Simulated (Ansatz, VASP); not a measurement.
# One calculation of BiAs, two programs

File INCAR:

```
SYSTEM = BiAs
PREC = Accurate ; ENCUT = 520
EDIFF = 1E-6 ; ISMEAR = -1
SIGMA = 0.08 ; LREAL = .FALSE.
LASPH = .TRUE. ; NELM = 80
ALGO = Normal ; ISIF = 2
LWAVE = .FALSE. ; LCHARG = .FALSE.
GGA = PS ; NBANDS = 17
```

The input KPOINTS:

```
regular mesh
0
G
  12 12 12
  0 0 0
```

Contents of POSCAR:

```
BiAs
1.0
    3.3124241271      0.0000000000      0.0000000000
    0.0000000000      3.3124241271      0.0000000000
    0.0000000000      0.0000000000      3.3124241271
Bi As
1 1
Direct
    0.0000000000      0.0000000000      0.0000000000
    0.5000000000      0.5000000000      0.5000000000
```

Input for Ansatz:

```yaml
crystal:
  lattice:
    - [3.3124241271, 0.0, 0.0]
    - [0.0, 3.3124241271, 0.0]
    - [0.0, 0.0, 3.3124241271]
  atoms:
    - { symbol: Bi, position: [0.0, 0.0, 0.0] }
    - { symbol: As, position: [0.5, 0.5, 0.5] }
kpoints:
  mp_grid: { grid: [12, 12, 12] }
scf:
  occupations: { method: fermi_dirac, width: 0.08 }
hamiltonian:
  xc: pbesol
  pseudopotentials: { kind: paw }
output:
  forces: true
  stress: true
  eigenvalues: true
  populations: true
```

Change from the starting cell: volume scaled by 0.76, PAW files.

Alike in both runs: task single point; functional PBEsol; k mesh 12 × 12 × 12; occupations fermi-dirac, width 0.08 eV; no spin polarisation.

|  | VASP | Ansatz |
| --- | --- | --- |
| version | VASP 6.6.1 | Ansatz 0.2.0 |
| potentials or method | VASP PAW PBE potentials, release 64 (Bi_d, As) | PAW with Ansatz's default frozen-core files, scalar-relativistic |
| plane-wave cutoff (eV) | 520 | 420 |
| valence electrons in the cell | 20 | 30 |

```tsv
	VASP	Ansatz	Ansatz less VASP
pressure (GPa)	38.7	38.3	-0.40
```

With one functional, cell and mesh, what is left measures potentials, basis and numerics. The two sets of potentials don't hold the same shells in valence.

Caveats: so large a pressure means that the cell lies far from this level's equilibrium, or that cutoff or potentials fall short (VASP); the potentials were made for another functional, which shifts forces and pressure (VASP); spin-orbit coupling is left out, which moves the levels of the heavy elements.
